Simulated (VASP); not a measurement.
# AgB4: relaxation of cell and atoms with PBE

The system is AgB4.

```
Ag B
1.0
     3.03213    0.00000    0.00000
    -1.51607    2.62591    0.00000
     0.00000    0.00000    5.69874
Ag B
1 4
Direct
  0.00000 0.00000 0.00000
  0.33333 0.66667 0.66495
  0.66667 0.33333 0.66495
  0.33333 0.66667 0.33505
  0.66667 0.33333 0.33505
```

The cell was built by a generator and needn't be a form met in nature.

```yaml
Program: VASP 6.6.1
Task: relaxation of cell and atoms
Functional: PBE
Potentials_or_basis: VASP PAW PBE potentials, release 64 (Ag, B)
Cutoff: 600 eV
k_mesh: 10 × 10 × 5
Occupations: gaussian, width 0.05 eV
Spin: no spin polarisation
Further_INCAR_settings: ALGO = Normal; EDIFF = 1e-07; IBRION = 2; EDIFFG = -0.01; NSW = 40; ISIF = 3
```

| Item | Value |
| --- | --- |
| Relaxed volume | 9.32 Å³/atom |
| Relaxed cell | a = 3.059 Å, b = 3.059 Å, c = 5.749 Å, α = 90.00°, β = 90.00°, γ = 120.00° |
| Space group after relaxing (to 0.05 Å) | P6/mmm (No. 191) |
| Energy gained by relaxing | 3.6 meV/atom |
| Ionic steps | 6 |
| Pressure after relaxing | 0.0 GPa |
| Largest force after relaxing | 0.010 eV/Å |
| Band gap on the k mesh | none (metal or under the smearing width) |

Forces in eV/Å, atoms in the order of the input:
```
Ag   0.000  0.000  0.000
B    0.000  0.000 -0.010
B    0.000  0.000 -0.010
B    0.000  0.000  0.010
B    0.000  0.000  0.010
```

Step by step:
```csv
step,energy change (eV),largest force (eV/Å),pressure (GPa),volume (Å³)
1,0.0000,0.0025,4.89,45.37
2,-0.0124,0.0063,-2.45,47.22
3,-0.0180,0.0059,0.06,46.54
4,-0.0182,0.0142,0.02,46.58
5,-0.0182,0.0191,0.00,46.58
6,-0.0182,0.0098,0.01,46.59
```

Final structure:
```cif
data_structure
_symmetry_space_group_name_H-M 'P 1'
_symmetry_Int_Tables_number 1
_cell_length_a 3.0591
_cell_length_b 3.0591
_cell_length_c 5.7490
_cell_angle_alpha 90.000
_cell_angle_beta 90.000
_cell_angle_gamma 120.000
_cell_volume 46.59
loop_
_atom_site_label
_atom_site_type_symbol
_atom_site_fract_x
_atom_site_fract_y
_atom_site_fract_z
_atom_site_occupancy
Ag1 Ag 0.00000 0.00000 0.00000 1
B1 B 0.33333 0.66667 0.66488 1
B2 B 0.66667 0.33333 0.66488 1
B3 B 0.33333 0.66667 0.33512 1
B4 B 0.66667 0.33333 0.33512 1
```

Levels at points of the mesh, in eV from the Fermi level:
```csv
k point,band 8,band 9,band 10,band 11,band 12,band 13,band 14,band 15
"(0.00, 0.00, 0.00)",-4.48,-0.65,-0.65,1.63,1.63,3.64,4.32,4.82
"(0.50, 0.00, 0.00)",-3.85,-3.66,-3.35,-2.54,-0.17,0.19,4.74,6.26
"(0.50, 0.50, 0.00)",-3.85,-3.66,-3.35,-2.54,-0.17,0.19,4.74,6.26
```

Run time: 92 s on 1 thread of Intel(R) Xeon(R) 6975P-C (Granite Rapids), with other jobs on the host, peak memory 0.22 GiB.
